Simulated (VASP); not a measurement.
Consider the following.

```yaml
crystal:
  lattice:
    - [1.45500, -2.52013, 0.00000]
    - [1.45500, 2.52013, 0.00000]
    - [0.00000, 0.00000, 2.84000]
  atoms:
    - { symbol: W, position: [0.00000, 0.00000, 0.00000] }
    - { symbol: C, position: [0.33333, 0.66667, 0.50000] }
```

Method: PBE GGA, VASP's PBE PAW potentials (set 64) (plane waves; VASP 6.6.1). Numerical set-up: 400 eV cut-off, 17×17×15 Γ-centred mesh, Gaussian smearing of 0.27 eV, potentials W_sv C.

At this cut-off the stress carries a Pulay error, which pulls relaxed volumes low.

Give the stress tensor in GPa (positive for a compressed cell).

```
4.34  0.00  0.00
0.00  4.34  0.00
0.00  0.00  3.85
```
The pressure is its mean diagonal, 4.17 GPa.

The structure is a typed WC crystal. The cell was not relaxed at this level.
